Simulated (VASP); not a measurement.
Calculation: PBE GGA, VASP's PBE PAW potentials (set 64) (plane waves; VASP).

Input for VASP

**POSCAR**
```
Bi
8.331640
  0.5000000000  -0.2730554849   0.0000000000
  0.5000000000   0.2730554849   0.0000000000
  0.3508813391   0.0000000000   0.4488224407
Bi
2
Direct
  0.2340000000   0.2340000000   0.2340000000
  0.7660000000   0.7660000000   0.7660000000
```

### INCAR
```
# general
SYSTEM =Bi
PREC   =Accurate
ENCUT  =400   # plane-wave cut-off (eV)
LREAL  =.False.
LASPH  =.True.   # aspherical one-centre terms

# electronic loop
EDIFF  =1E-6   # SCF stop (eV)
NELM   =100
ALGO   =Normal   # blocked Davidson
LMAXMIX=4

# smearing
ISMEAR =1   # Methfessel-Paxton
SIGMA  =0.1   # width (eV)

# functional
GGA    =PE   # PBE

# ions
ISIF   =2

# output
LWAVE  =.False.
LCHARG =.False.
```

**KPOINTS**
```
Regular mesh
0
gamma
9 9 9
0 0 0
```

POTCAR, in this order: Bi_d (PBE.64 set). Program: vasp_std.

Problem. What does the run give for the energy per atom (σ→0), pressure, largest force?

Solution. 
| Quantity | Result |
|---|---|
| energy per atom (σ→0) | -3.884 eV/atom |
| pressure | 1.54 GPa |
| largest force | 0.172 eV/Å |

### OSZICAR
```
...
DAV:   5    -0.776970670905E+01   -0.34928E-01   -0.34926E-01  4459   0.570E+00    0.105E+00
DAV:   6    -0.776736703625E+01    0.23397E-02   -0.15949E-02  3871   0.150E+00    0.635E-01
DAV:   7    -0.776740426051E+01   -0.37224E-04   -0.12748E-02  3703   0.142E+00    0.110E-01
DAV:   8    -0.776759492783E+01   -0.19067E-03   -0.15864E-03  3511   0.499E-01    0.219E-02
DAV:   9    -0.776761546390E+01   -0.20536E-04   -0.63526E-05  4289   0.720E-02    0.991E-03
DAV:  10    -0.776761387023E+01    0.15937E-05   -0.63022E-06  2774   0.208E-02    0.168E-03
DAV:  11    -0.776761437887E+01   -0.50864E-06   -0.70561E-07  2079   0.858E-03
   1 F= -.77676144E+01 E0= -.77676742E+01  d E =0.179603E-03
```

The compound is Bi in the a7 structure. The cell was not relaxed at this level.
